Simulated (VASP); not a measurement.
Energy against volume of Au (fcc). These are vdW-DF2, VASP's PBE PAW potentials (set 64) (plane waves; VASP 6.6.1) values and carry that method's errors. Settings: 520 eV cut-off, 14×14×14 Γ-centred mesh, first-order Methfessel-Paxton smearing of 0.10 eV, potentials Au.

| V (Å³/atom) | E (eV/atom) |
|---|---|
| 19.788 | -0.10668 |
| 20.400 | -0.11263 |
| 21.012 | -0.10800 |
| 21.624 | -0.09482 |

Q: Fit these four points and predict the energy of the run at 19.176 Å³/atom.

A: A cubic in V^(−2/3), the third-order Birch-Murnaghan form, passes through the four points with V0 = 20.42 Å³/atom and B0 = 92 GPa, and gives -0.0877 eV/atom there. The run gave -0.0880 eV/atom, -0.3 meV/atom from the fit; all five points give B0 = 91 GPa.

The compound is Au in the fcc structure. It was relaxed first, which changed the volume by +20 %.
